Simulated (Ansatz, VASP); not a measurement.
**Ni (Ni(100)-(2x1) missing row) in two plane-wave programs**

Aim: how closely do two programs agree when they are given the same cell, functional and k mesh? Of the first pair: The structure shown is the start of the Ansatz relaxation below; VASP solves that cell, so the two are compared at the walk's first step.

Program: Ansatz 0.2.0. Level of theory: plane waves, with VASP 6.6.1 beside it; single point at PBE. Results are calculated unless marked as measured.

## (1) Starting point

The cell holds 7 atoms: 7 Ni. Its edges and angles: a = 4.978 Å, b = 2.489 Å, c = 22.280 Å, α = 90.0°, β = 90.0°, γ = 90.0°. Vacuum lies along c.

## (2) Ansatz: relaxation, PBE

Ansatz runs on its default PAW (the set named soft_2) files.

The two programs are compared at the cell with which this relaxation starts, whose forces are those of its first step.

File input.yaml:

```yaml
crystal:
  lattice:
    - [4.9780317396, 0.0, 0.0]
    - [0.0, 2.4890158698, 0.0]
    - [0.0, 0.0, 22.28]
  atoms:
    - { symbol: Ni, position: [0.25, 0.5, 0.381508079], spin: 0.7 }
    - { symbol: Ni, position: [0.75, 0.5, 0.381508079], spin: 0.7 }
    - { symbol: Ni, position: [0.0, 0.0, 0.460502693], spin: 0.7 }
    - { symbol: Ni, position: [0.5, 0.0, 0.460502693], spin: 0.7 }
    - { symbol: Ni, position: [0.25, 0.5, 0.539497307], spin: 0.7 }
    - { symbol: Ni, position: [0.75, 0.5, 0.539497307], spin: 0.7 }
    - { symbol: Ni, position: [0.0, 0.0, 0.618491921], spin: 0.7 }
magnetization:
  spin_polarized: true
kpoints:
  mp_grid: { grid: [6, 11, 1] }
hamiltonian:
  xc: pbe
scf:
  occupations: { method: fermi_dirac, width: 0.1 }
  convergence: { dr2_threshold: 1.0e-08 }
efield:
  axis: 3
  dipole_correction: true
  ramp_position: 0.97
  ramp_width: 0.06
relax:
  f_tol: 0.015
  max_steps: 90
  constraints: [{ sites: [0, 1, 2, 3] }]
output:
  write_potential: true
  write_density: true
  volumetric_format: npy
```

Command:

```
$ ansatz run input.yaml --threads 4 --pin off --max-ram 6144MiB --backend cpu --events-out ev --progress --plain --runs-dir out
```

Numbers of over 12 decimals in the logs are rounded to 6 here.

Log:

```text
Engine: ansatz 0.2.0, aarch64-unknown-linux-gnu
Pseudopotentials: kind: paw
Pseudopotential: Ni, paw, valence charge 18, recommended cutoff 420 eV (normal), Ni.paw.azcp
Functional definition: PBE
  parameter kappa = 0.804
  parameter beta = 0.066725
  exchange = pbe_x(kappa = kappa, mu = beta*pi^2/3)
  correlation = pbe_c(beta = beta)
Crystal: 7 atoms, lattice volume = 276.058 Å³
Basis set: ecut = 420 eV, 5415 PW (Γ), exchange–correlation on 72×36×300 points (8 copies of the dense FFT grid, shifted against one another)
Bands: 79, of which v1, the nominal top of the filled ones, is band 63 counted from 1 (62 counted from 0)
Symmetry: 4 space group operations
k-points: 24 of 66
Non-local potential: Ni, projectors of the file, l = 0: 3, l = 1: 2, l = 2: 3, l = 3: 1
PAW form: soft (Blöchl's): semilocal exchange-correlation on the pseudo side does not see the compensation charge
PAW one-centre angular grid: Ni, 590 points (default); XC on 64 Gauss nodes
Initial density: superposition of atomic densities (neutral atoms: chi_scale 0, normalization atom)
Starting moments: Σ|m| = 4.9 μB on 7 of 7 sites
Initial wavefunctions: pseudopotential atomic-orbital guess
Functional: x = pbe(κ = 0.804, μ = 0.219515), c = pbe(β = 0.066725)
SCF iter   1: F=—  HF=-40867.328733 eV  |F-HF|=—  |Δ(HF+E_count)|=         —  Δρ=2.08e-2 (↑1.74e-2 ↓2.08e-2)  dr2=7.55e0  dr2_m=4.94e-1  M=5.300 μB ∫|m|=5.542 μB  β_m=1.00  ethr=3.10e-3  p=0.000 e·Å  D=3.34e-8 V/Å  ΔV_dip=-0.00 eV  dr2_dipole=7.50e-2  V_vac-E_F(+/−)=7.05/7.05 eV  ⟨swp⟩=11.0  Hψ=19516  notcnv=0  defer=99
Mixer restart at iter 1: flushing history
efield: sawtooth ramp at fractional position 0.9700 (set: `efield.ramp_position`, or a place that a band, a saddle search or an elastic batch's reference lends), width 0.0600; the density the first Hamiltonian is built on has a dipole p = 0.000 e·Å; the dipole correction subtracts the counter field D = 3.34e-8 V/Å, which shifts the + side's vacuum level by -0.00 eV against the − side's; the planar-averaged density in the ramp window peaks in size at 2.3e-5 e/Å³
preconditioner: auto → LDOS  [metal: Δε(μ)=0.005 eV  Ē_g=6.765 eV  σ=0.100 eV  W_gap=0.01  n_scr=46 (ndim 8)  ℏωp=18.7 eV  f_vac=0.634  D(μ)=15.41/eV (n_scr^D=160)]
spin=Collinear: LDOS preconditioning applied to the charge; magnetization (m = ρ↑ − ρ↓) channel mixes plain (no charge-response kernel on spin).
SCF iter   2: F=—  HF=-40868.726824 eV  |F-HF|=—  |Δ(HF+E_count)|=    1.40e0  Δρ=1.22e-2 (↑1.22e-2 ↓9.64e-3)  dr2=1.79e0  dr2_m=1.22e-2  M=5.265 μB ∫|m|=5.721 μB  β_m=0.35  ethr=3.10e-3  p=0.016 e·Å  D=1.05e-2 V/Å  ΔV_dip=-0.24 eV  dr2_dipole=3.38e-2  V_vac-E_F(+/−)=5.98/6.21 eV  ⟨swp⟩=3.0  Hψ=6514  notcnv=0  defer=168
density mixer auto → msr1: a metal under ldos (density of states about μ 3.94 of a free-electron gas's, 46 screened modes)
SCF iter   3: F=—  HF=-40871.759302 eV  |F-HF|=—  |Δ(HF+E_count)|=    3.03e0  Δρ=4.65e-3 (↑3.36e-3 ↓4.65e-3)  dr2=2.31e-1  dr2_m=4.42e-3  M=5.276 μB ∫|m|=5.824 μB  β_m=0.44  ethr=1.42e-3  p=0.025 e·Å  D=1.67e-2 V/Å  ΔV_dip=-0.37 eV  dr2_dipole=6.88e-3  V_vac-E_F(+/−)=5.26/5.63 eV  ⟨swp⟩=3.2  Hψ=6231  notcnv=0  defer=171
SCF iter   4: F=—  HF=-40873.600551 eV  |F-HF|=—  |Δ(HF+E_count)|=         —  Δρ=5.69e-3 (↑3.91e-3 ↓5.69e-3)  dr2=1.67e-1  dr2_m=6.45e-3  M=5.238 μB ∫|m|=5.874 μB  β_m=0.44  ethr=1.83e-4  p=0.032 e·Å  D=2.11e-2 V/Å  ΔV_dip=-0.47 eV  dr2_dipole=6.49e-4  V_vac-E_F(+/−)=4.77/5.24 eV  ⟨swp⟩=2.8  Hψ=6410  notcnv=0  defer=179
SCF iter   5: F=—  HF=-40874.142082 eV  |F-HF|=—  |Δ(HF+E_count)|=   5.42e-1  Δρ=4.06e-3 (↑1.23e-3 ↓4.06e-3)  dr2=4.97e-2  dr2_m=8.66e-3  M=5.113 μB ∫|m|=5.766 μB  β_m=0.72  ethr=1.32e-4  p=0.033 e·Å  D=2.16e-2 V/Å  ΔV_dip=-0.48 eV  dr2_dipole=2.95e-4  V_vac-E_F(+/−)=4.61/5.09 eV  ⟨swp⟩=2.1  Hψ=6053  notcnv=0  defer=185
SCF iter   6: F=—  HF=-40874.332433 eV  |F-HF|=—  |Δ(HF+E_count)|=   1.90e-1  Δρ=3.37e-3 (↑1.31e-3 ↓3.37e-3)  dr2=3.73e-2  dr2_m=3.63e-3  M=4.973 μB ∫|m|=5.632 μB  β_m=0.85  ethr=3.94e-5  p=0.034 e·Å  D=2.21e-2 V/Å  ΔV_dip=-0.49 eV  dr2_dipole=4.91e-4  V_vac-E_F(+/−)=4.46/4.95 eV  ⟨swp⟩=2.1  Hψ=6260  notcnv=0  defer=197
SCF iter   7: F=—  HF=-40874.332891 eV  |F-HF|=—  |Δ(HF+E_count)|=   4.59e-4  Δρ=1.34e-3 (↑1.34e-3 ↓1.31e-3)  dr2=1.30e-2  dr2_m=2.39e-4  M=4.966 μB ∫|m|=5.623 μB  β_m=0.66  ethr=2.96e-5  p=0.034 e·Å  D=2.24e-2 V/Å  ΔV_dip=-0.50 eV  dr2_dipole=2.17e-5  V_vac-E_F(+/−)=4.39/4.89 eV  ⟨swp⟩=2.3  Hψ=6680  notcnv=0  defer=205
SCF iter   8: F=—  HF=-40874.330037 eV  |F-HF|=—  |Δ(HF+E_count)|=   2.85e-3  Δρ=4.81e-4 (↑1.75e-4 ↓4.81e-4)  dr2=6.01e-4  dr2_m=2.12e-4  M=4.964 μB ∫|m|=5.620 μB  β_m=0.72  ethr=1.03e-5  p=0.035 e·Å  D=2.27e-2 V/Å  ΔV_dip=-0.50 eV  dr2_dipole=1.63e-5  V_vac-E_F(+/−)=4.40/4.90 eV  ⟨swp⟩=2.1  Hψ=5926  notcnv=0  defer=196
[...]
Mixer restart at iter 13: flushing history
SCF iter  14: F=-40874.431412 eV  HF=-40874.431412 eV  |F-HF|=8.95e-10  |Δ(HF+E_count)|=  8.37e-10  Δρ=4.78e-7 (↑1.68e-7 ↓4.78e-7)  dr2=1.50e-9  dr2_m=2.23e-10  M=4.921 μB ∫|m|=5.565 μB  ethr=1.00e-12  p=0.030 e·Å  D=1.98e-2 V/Å  ΔV_dip=-0.44 eV  dr2_dipole=3.41e-10  V_vac-E_F(+/−)=4.45/4.89 eV  ⟨swp⟩=6.0  Hψ=21668  notcnv=0
SCF 5 converged in 14 iterations: F = -40874.431412 eV  dr2 = 1.50e-9
relax step   5: F+E_penalty+E_count = -40874.43141182 eV  Δ(F+E_penalty+E_count) = -7.098e-4 eV  max|allowed force component| = 7.558e-3 eV/Å  Δτ_max = 0.0075 Å  (14 SCF iters, accepted)
NSCF: frozen V_eff on 24 k-points
the band table was solved once a step of the walk had ended and its energy, with any forces and stress, was formed, with the checks that follow a solve (20129 applications of the Hamiltonian). They found nothing against the state; the energy, forces and stress were not computed again (output.eigenvalues in the input reference)
WARN: The output density's exchange-correlation potential varies sharply where the density is thin. Do not read a vacuum level from v_tot or v_xc, or from such a field of the output density. On a cell that repeats whose density bears no net charge and no dipole along the vacuum's axis use v_es (v_loc + v_h of the components); under efield.dipole_correction with no amplitude use v_es + v_field, which holds any externa [...]
SCF converged after 14 iterations
Magnetization: 4.9208 μB (65.4604 up, 60.5396 down)
Absolute magnetization: 5.5702 μB (∫|ρ↑−ρ↓|, with the PAW one-centre terms)
Spin contamination: 0.0728 ħ² per cell (⟨S²⟩ above its minimum at these occupations)
Per-site moments (μB) at R_I (Å): [(0.758956, 1.026719), (0.758956, 1.026719), (0.732829, 1.026719), (0.638238, 1.018448), (0.742881, 0.979425), (0.742881, 0.979425), (0.797248, 0.979425)]
Free energy (F): -40874.431412 eV
Harris-Foulkes:  -40874.431412 eV  (|F-HF|=8.95e-10)
Internal energy: -40874.022976 eV  (E = F + TS)
E sigma→0 (E₀):  -40874.227194 eV
Entropy (-TS):   -0.408436 eV (-58.348 meV/atom)
Fermi energy:    1.689358 eV
Dipole field:    D = 0.019817 V/Å  (p = 0.030233 e·Å, saw-weighted, corrected)
Work function:   Φ+ = 4.4484 eV   Φ− = 4.8900 eV
Levels:          The Fermi level and band energies are counted from a zero that moves with the ramp; work functions are not
--- Per-component energies (eV) ---
  E_band       = -4038.036526
  E_kinetic    = 1969.853078
  E_local      = -250478.794071  (includes V_loc(G=0)·N_el)
  E_nonlocal   = 4465.604505
  E_hartree    = 122229.728494
  E_xc         = -585.754084
  E_vxc        = -754.592184  (∫ρ·V_xc dr)
  E_paw        = -11421.227269  (= ΣΔE_a)
  E_vpaw       = -3700.584490  (= ΣTr[D̂ρ^β])
  E_aug_tail   = 0.003637  (compensation charges beyond the density's cutoff)
  E_efield     = 0.000300  (sawtooth field / dipole correction)
  E_vefield    = 1.013861  (∫n·V_field dr)
  E_ewald      = 92946.562435
  E_smearing   = -0.408436  (= −TS)
  E_closure    = -0.000000  (closes the sum)
  Σ components = -40874.431412   (vs F -40874.431412, Δ=0.00e0)
--- Forces (eV/Å), atoms counted from 1 ---
  atom   1  Ni    -0.01672823     0.00000000     0.30901897
  atom   2  Ni     0.01672823     0.00000000     0.30901897
  atom   3  Ni     0.00000000     0.00000000    -0.34178530
  atom   4  Ni     0.00000000     0.00000000    -0.28578839
  atom   5  Ni     0.00203337     0.00000000     0.00099804
  atom   6  Ni    -0.00203337     0.00000000     0.00099804
  atom   7  Ni     0.00000000     0.00000000     0.00755818
  max |Σ_I F_I| component: 1.85e-5 eV/Å
--- Band table (eV; the first three rows and the last of 48) ---
  k-point 0 ↑: bands = [... 59 lower, 0.8067, 0.9321, 0.9548, 1.0811, 1.0868, 1.1351, 1.1523, 2.1768, ... 12 higher]
  k-point 1 ↑: bands = [... 59 lower, 0.8382, 0.8475, 0.9002, 0.9952, 1.0272, 1.0593, 1.1499, 2.6468, ... 12 higher]
  k-point 2 ↑: bands = [... 59 lower, 0.7366, 0.8330, 0.9520, 1.0089, 1.0850, 1.1831, 1.3854, 3.2772, ... 12 higher]
  k-point 23 ↓: bands = [... 59 lower, 1.8871, 1.9294, 1.9537, 1.9940, 3.1337, 3.2760, 4.1502, 4.7280, ... 12 higher]
--- Relaxed structure (5 steps of the walk, 4 accepted, 0 SCFs on fresh bases) ---
  F+E_penalty+E_count = -40874.43141182 eV   max|allowed force component| = 7.558e-3 eV/Å
  atoms:
    - { symbol: Ni, position: [0.25, 0.5, 0.381508079] }
    - { symbol: Ni, position: [0.750000, 0.5, 0.381508079] }
    - { symbol: Ni, position: [0.0, 0.0, 0.460503] }
    - { symbol: Ni, position: [0.5, 0.0, 0.460503] }
    - { symbol: Ni, position: [0.257871, 0.5, 0.539454] }
    - { symbol: Ni, position: [0.742129, 0.5, 0.539454] }
    - { symbol: Ni, position: [0.0, 0.0, 0.609577] }
```

[end of part 1 of 2]

[Lines on the potential files, build, host, timing and source positions are cut from VASP's logs without a mark.]

[Logs are printed without paths, hosts, clocks, repeated set-up lines and the standing remarks that a program may print on its own settings, such as how far it seeks lower states.]

[Hosts, paths, dates, database ids (printed as entryN), source tags and the programs' standing remarks are cut or masked in the printed files.]
